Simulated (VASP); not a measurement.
Data:

```xyz
3
Lattice="4.6696 0.0000 0.0000 -2.3348 4.0440 0.0000 0.0000 0.0000 2.5971" Properties=species:S:1:pos:R:3 pbc="T T T"
W      0.0000     0.0000     0.0000
W      0.0000     2.6960     1.2985
W      2.3348     1.3480     1.2985
```

Level of theory: r2SCAN meta-GGA, VASP's PBE PAW potentials (set 64) (plane waves; VASP 6.6.1). Numerical set-up: 400 eV cut-off, 9×9×13 Γ-centred mesh, tetrahedra with Blöchl corrections, potentials W_sv.

The cores are frozen, which limits the accuracy of field gradients.

**Question.** Give the principal components of the electric field gradient (V/Å²) and the asymmetry η at each nucleus.

**Answer.** 
```json
[
 {"atom": "W1", "Vxx": "-46.9", "Vyy": "-46.9", "Vzz": "93.9", "η": "0.00"},
 {"atom": "W2", "Vxx": "-98.0", "Vyy": "-98.0", "Vzz": "196.0", "η": "0.00"},
 {"atom": "W3", "Vxx": "-98.0", "Vyy": "-98.0", "Vzz": "196.0", "η": "0.00"}
]
```

The structure was generated: W was put into the omega type (P6/mmm), which need not be its known phase. It was relaxed first.
